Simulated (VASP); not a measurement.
GdBi2BrO4, 8 atoms in the cell. It takes space group P4/mmm (No. 123, tetragonal). The conventional cell has a = 3.896 Å, b = 3.896 Å, c = 9.172 Å, α = 90.00°, β = 90.00°, γ = 90.00°. O (site symmetry 2mm) is surrounded by 2 Bi at 2.24 Å and 2 Gd at 2.40 Å. Br (site symmetry 4/mmm) is surrounded by 8 Bi at 3.45 Å and 8 O at 3.73 Å and 4 Br at 3.90 Å. Around Gd (site symmetry 4/mmm) lie 8 O at 2.40 Å. Around Bi (site symmetry 4mm) lie 4 O at 2.24 Å. 

```yaml
Program: VASP 6.6.1
Task: single point
Functional: r2SCAN
Potentials_or_basis: VASP PAW PBE potentials, release 64 (O, Br, Gd, Bi_d)
Cutoff: 520 eV
k_mesh: 5 × 5 × 2
Occupations: fermi-dirac, width 0.1 eV
Spin: collinear spin, typed start
Starting_moments: "[0.0, 0.0, 0.0, 0.0, 0.0, 7.0, 0.0, 0.0] μB"
Dipole_correction: no
Further_INCAR_settings: ALGO = Normal; EDIFF = 1e-06; NBANDS = 54
```

Potentials or basis: VASP PAW PBE potentials, release 64 (O, Br, Gd, Bi_d).

Run with:

```sh
$ cat potpaw_PBE.64/O/POTCAR potpaw_PBE.64/Br/POTCAR potpaw_PBE.64/Gd/POTCAR potpaw_PBE.64/Bi_d/POTCAR > POTCAR
$ cp INCAR.step1 INCAR
$ mpirun -np 1 vasp_std > vasp.out
$ cp INCAR.step2 INCAR
$ mpirun -np 1 vasp_std > vasp.out
```

Hardware: 1 thread of Intel(R) Xeon(R) Platinum 8488C (Sapphire Rapids), with other jobs on the host.

Question: How long does it take, and how much memory?

Answer: It took 13 min on 1 thread of Intel(R) Xeon(R) Platinum 8488C (Sapphire Rapids) (shared host), peak memory 0.41 GiB. Counts: scf iterations 12, k points 12.
